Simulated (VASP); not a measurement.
Output of a VASP run:

File OSZICAR:
```
       N       E                     dE             d eps       ncg     rms          rms(c)
DAV:   1     0.475355131203E+02    0.47536E+02   -0.57305E+03  3050   0.110E+03
DAV:   2     0.262495600298E-01   -0.47509E+02   -0.45385E+02  3035   0.208E+02
DAV:   3    -0.353983643342E+00   -0.38023E+00   -0.38012E+00  3518   0.228E+01
DAV:   4    -0.354811646835E+00   -0.82800E-03   -0.82800E-03  3410   0.985E-01
DAV:   5    -0.354817754759E+00   -0.61079E-05   -0.61086E-05  3286   0.773E-02    0.519E+00
DAV:   6    -0.795133089532E-01    0.27530E+00   -0.13281E+00  3021   0.124E+01    0.323E+00
DAV:   7    -0.706177926138E-01    0.88955E-02   -0.10230E-02  3237   0.115E+00    0.182E+00
DAV:   8    -0.671456591390E-01    0.34721E-02   -0.71462E-04  3094   0.281E-01    0.666E-02
DAV:   9    -0.671555823756E-01   -0.99232E-05   -0.75212E-06  3564   0.242E-02    0.111E-02
DAV:  10    -0.671608947414E-01   -0.53124E-05   -0.38894E-06  3251   0.242E-02    0.337E-03
DAV:  11    -0.671605452544E-01    0.34949E-06   -0.66108E-08  2458   0.271E-03    0.449E-04
DAV:  12    -0.671604789154E-01    0.66339E-07   -0.75914E-09  1548   0.981E-04
   1 F= -.67160479E-01 E0= -.67160479E-01  d E =0.000000E+00
```

OUTCAR:
```
------------------------ aborting loop because EDIFF is reached ----------------------------------------
  FORCE on cell =-STRESS in cart. coord.  units (eV):
  Direction    XX          YY          ZZ          XY          YZ          ZX
  --------------------------------------------------------------------------------------
  Total        0.0031389      0.0031389      0.0031389      0.0000000      0.0000000     -0.0000000
  in kB        0.2928560      0.2928560      0.2928560      0.0000000      0.0000000     -0.0000000
  external PRESSURE =       0.2928560 kB  Pullay stress =       0.0000000 kB
  volume of cell :       17.17
      direct lattice vectors                 reciprocal lattice vectors
     0.000000000  2.047703616  2.047703616    -0.244175962  0.244175962  0.244175962
     2.047703616  0.000000000  2.047703616     0.244175962 -0.244175962  0.244175962
     2.047703616  2.047703616  0.000000000     0.244175962  0.244175962 -0.244175962
 POSITION                                       TOTAL-FORCE (eV/Angst)
 -----------------------------------------------------------------------------------
      0.00000      0.00000      0.00000        -0.000000      0.000000     -0.000000
 -----------------------------------------------------------------------------------
    total drift:                               -0.000000     -0.000000     -0.000000
  FREE ENERGIE OF THE ION-ELECTRON SYSTEM (eV)
  ---------------------------------------------------
  free  energy   TOTEN  =        -0.0671604789 eV

  energy  without entropy=       -0.0671604789  energy(sigma->0) =       -0.06716048

 total charge

# of ion       s       p       d       tot
------------------------------------------
    1        0.417   0.295   9.162   9.874
```
(Selected blocks of OUTCAR.)

POSCAR:
```
Ag
1
   -0.0000000000     2.0477036156     2.0477036156
    2.0477036156     0.0000000000     2.0477036156
    2.0477036156     2.0477036156     0.0000000000
Ag
1
Direct
  0.0000000000   0.0000000000   0.0000000000
```

Task: Write an INCAR and KPOINTS that could have produced this output.

Result: Several could match; the one computed here: the input of the run itself, rev-vdW-DF2, plane waves, VASP's PBE PAW potentials (set 64).

**KPOINTS**
```
Automatic mesh
0
Gamma
17 17 17
0 0 0
```

### INCAR
```
SYSTEM = Ag
PREC = Accurate; ENCUT = 520; LREAL = .False.
LASPH = .True.
EDIFF = 1E-7; NELM = 100; ALGO = Normal
LMAXMIX = 4
ISMEAR = -5
GGA = MK; LUSE_VDW = .True.; AGGAC = 0.0
PARAM1 = 0.1234568; PARAM2 = 0.7114; ZAB_VDW = -1.8867
ISIF = 2
LWAVE = .False.; LCHARG = .True.; LORBIT = 11
NEDOS = 601
```

POTCAR, in this order: Ag (PBE.64 set). Program: vasp_std.

For a metal the tetrahedron method with Blöchl corrections gives inexact stress and forces.

The compound is Ag in the fcc structure. It was relaxed first.
